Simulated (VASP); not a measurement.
Here is the system:

```
CELL_PARAMETERS angstrom
      4.39226     0.00000     0.00000
      0.00000     4.39226     0.00000
      0.00000     0.00000     2.89348
ATOMIC_POSITIONS crystal
  Cr 0.00000 0.00000 0.00000
  Cr 0.50000 0.50000 0.50000
  O  0.30343 0.30343 0.00000
  O  0.80343 0.19657 0.50000
  O  0.19657 0.80343 0.50000
  O  0.69657 0.69657 0.00000
```
Starting moments (μB, in the order of the record's atoms Cr Cr O O O O): 2.1 2.1 -0.1 -0.1 -0.1 -0.1.

These are PBEsol GGA, VASP's PBE PAW potentials (set 64) (plane waves; VASP) values and carry that method's errors. Run with 520 eV cut-off, 8×8×12 Γ-centred mesh, tetrahedra with Blöchl corrections, potentials Cr_pv O.

The cores are frozen, which limits the accuracy of field gradients.

**Question.** Give the principal components of the electric field gradient (V/Å²) and the asymmetry η at each nucleus.

**Answer.** 
| atom | Vxx | Vyy | Vzz | η |
|---|---|---|---|---|
| Cr1 | 31.8 | 13.3 | -45.2 | 0.41 |
| Cr2 | 31.8 | 13.3 | -45.2 | 0.41 |
| O3 | -21.3 | -3.3 | 24.6 | 0.73 |
| O4 | -21.3 | -3.3 | 24.6 | 0.73 |
| O5 | -21.3 | -3.3 | 24.6 | 0.73 |
| O6 | -21.3 | -3.3 | 24.6 | 0.73 |

The compound is CrO2 in the rutile structure. It was relaxed first.
